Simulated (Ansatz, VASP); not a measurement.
One calculation of LiFeN, two programs

INCAR

```
SYSTEM = LiFeN
PREC = Accurate
ENCUT = 520
EDIFF = 1E-6
ISMEAR = 0
SIGMA = 0.1
LREAL = .FALSE.
LASPH = .TRUE.
NELM = 150
ALGO = Normal
ISIF = 2
LWAVE = .FALSE.
LCHARG = .FALSE.
ISPIN = 2
MAGMOM = 0 4 0
LORBIT = 11
LMAXMIX = 4
GGA = PE
NBANDS = 19
```

Contents of KPOINTS:

```
regular mesh
0
G
  6 6 4
  0 0 0
```

POSCAR

```
LiFeN
1.0
    3.1006003459      0.0000000000      0.0000000000
   -1.5503001730      2.6851986665      0.0000000000
    0.0000000000      0.0000000000      4.1453390000
Li Fe N
1 1 1
Direct
    0.3333333300      0.6666666700      0.0000000000
    0.6666666700      0.3333333300      0.5000000000
    0.3333333300      0.6666666700      0.5000000000
```

Input for Ansatz:

```yaml
crystal:
  lattice:
    - [3.1006003459, 0.0, 0.0]
    - [-1.550300173, 2.6851986665, 0.0]
    - [0.0, 0.0, 4.145339]
  atoms:
    - { symbol: Li, position: [0.33333333, 0.66666667, 0.0] }
    - { symbol: Fe, position: [0.66666667, 0.33333333, 0.5], spin: 4.0 }
    - { symbol: "N", position: [0.33333333, 0.66666667, 0.5] }
basis:
  ecutwfc: 420
kpoints:
  mp_grid: { grid: [6, 6, 4] }
hamiltonian:
  xc: pbe
scf:
  occupations: { method: gaussian, width: 0.1 }
  lower_state_search: "off"
output:
  forces: true
  stress: true
  eigenvalues: true
  populations: true
magnetization:
  spin_polarized: true
```

The cell comes from a database or a generator and needn't be the stable form of this composition.

Alike in both runs: task single point; functional PBE; k mesh 6 × 6 × 4; occupations gaussian, width 0.1 eV; collinear spin.

|  | VASP | Ansatz |
| --- | --- | --- |
| version | VASP 6.6.1 | Ansatz 0.2.0 |
| potentials or method | VASP PAW PBE potentials, release 64 (Li_sv, Fe, N) | scalar-relativistic, plane waves, PAW |
| plane-wave cutoff (eV) | 520 | 420 |
| valence electrons in the cell | 16 | 24 |

|  | VASP | Ansatz | Ansatz less VASP |
| --- | --- | --- | --- |
| gap on the k mesh at the Fermi level (eV) | none | none | - |
| net moment per atom (μB) | 0.16 | 0.15 | -0.010 |
| size of the moment on the site where the two differ most (μB) | 0.49 | 0.41 | -0.087 |

Site moments also hang on the region over which each program counts them. A gap of «none» marks a metal or a gap that the smearing closes. With one functional, cell and mesh, what is left measures potentials, basis and numerics. The two sets of potentials don't hold the same shells in valence.

Caveats: the k mesh is coarse (spacing up to 0.39 Å⁻¹), so the values aren't converged; the moment fell far below its start of 4 μB, so a state of higher moment may lie lower in energy (VASP); a cell with one magnetic atom can't hold antiferromagnetic order, which such compounds often take. With open d or f shells a metallic result of PBE can be an artefact of self-interaction; +U or a hybrid may open a gap.
